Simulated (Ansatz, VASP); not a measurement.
SrGaI3: VASP beside Ansatz

```
Sr Ga I
1.0
     5.89840    0.00000    0.00000
     0.00000    5.89840    0.00000
     0.00000    0.00000    5.89840
Sr Ga I
1 1 3
Direct
  0.50000 0.50000 0.50000
  0.00000 0.00000 0.00000
  0.50000 0.00000 0.00000
  0.00000 0.50000 0.00000
  0.00000 0.00000 0.50000
```

Alike in both runs: functional PBE; k mesh 4 × 4 × 4; occupations gaussian, width 0.1 eV; no spin polarisation.

Ansatz relaxed the structure, and its values are those at the end. VASP's run is a single point on that final structure, the one shown.

```csv
,VASP,Ansatz
version,VASP 6.6.1,Ansatz 0.2.0
potentials or method,"VASP PAW PBE potentials, release 64 (Sr_sv, Ga_d, I)","scalar-relativistic, plane waves, PAW"
plane-wave cutoff (eV),520,420
valence electrons in the cell,44,74
```

|  | VASP | Ansatz | Ansatz less VASP |
| --- | --- | --- | --- |
| gap on the k mesh at the Fermi level (eV) | none | none | - |
| pressure (GPa) | 0.1 | 0.1 | -0.02 |

A gap of «none» marks a metal or a gap that the smearing closes. With one functional, cell and mesh, what is left measures potentials, basis and numerics. The two sets of potentials don't hold the same shells in valence.

Spin-orbit coupling is left out, which matters for the levels of I.
